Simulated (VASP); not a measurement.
Write the native input for VASP 6.6.1 that does the following.

* Task: single point
* Functional: revPBE
* Potentials or basis: VASP PAW PBE potentials, release 64 (H, Pb_d, N, O)
* Cutoff: 520 eV
* k mesh: 7 × 6 × 5
* Occupations: fermi-dirac, width 0.05 eV
* Spin: no spin polarisation
* Dipole correction: no
* Further INCAR settings: ALGO = Fast; EDIFF = 1e-06; NBANDS = 31

The structure of HPbNO4 lies in POSCAR:

```
HPbNO4
1.0
    3.8570700000      0.0017800000     -0.0365800000
    0.1735300000      4.3343600000     -0.0164700000
    0.7580300000      0.8387300000      5.8766200000
H Pb N O
1 1 1 4
Direct
    0.6151100000      0.8955900000      0.1984400000
    0.6459700000      0.4465100000      0.9168500000
    0.7147400000      0.2381000000      0.5005800000
    0.1695800000      0.4700700000      0.7776800000
    0.6291900000      0.9704500000      0.4984500000
    0.5642400000      0.9258300000      0.0384900000
    0.7802200000      0.4225000000      0.3195100000
```

The cell was built by a generator and needn't be a form met in nature.

The input as run:

INCAR

```
SYSTEM = HPbNO4
PREC = Accurate ; ENCUT = 520
EDIFF = 1E-6 ; ISMEAR = -1
SIGMA = 0.05 ; LREAL = .FALSE.
LASPH = .TRUE. ; NELM = 100
ALGO = Fast ; ISIF = 2
LWAVE = .FALSE. ; LCHARG = .TRUE.
GGA = RE ; LELF = .TRUE.
LVHAR = .TRUE. ; NBANDS = 31
```

KPOINTS

```
regular mesh
0
G
  7 6 5
  0 0 0
```

Potentials or basis: VASP PAW PBE potentials, release 64 (H, Pb_d, N, O).

Run with:

```console
$ cat potpaw_PBE.64/H/POTCAR potpaw_PBE.64/Pb_d/POTCAR potpaw_PBE.64/N/POTCAR potpaw_PBE.64/O/POTCAR > POTCAR
$ mpirun -np 1 vasp_std > vasp.out
```

Results of the run:

The pressure is 2.7 GPa, the largest force is 0.843 eV/Å and the band gap on the k mesh is 0.36 eV, indirect (least direct gap 0.59 eV).

Caveat: the standard files for N, O and F lose accuracy on very short bonds; the PAW data sets were made with another functional, which shifts forces and pressure a little; spin-orbit coupling is left out, which as a rule narrows the gap of such compounds by several tenths of an eV; an odd mesh through Γ misses points on the zone boundary, where band edges often lie.

Run time: 6.8 min on 1 thread of Intel(R) Xeon(R) Platinum 8488C (Sapphire Rapids), on a shared host, peak memory 0.42 GiB.
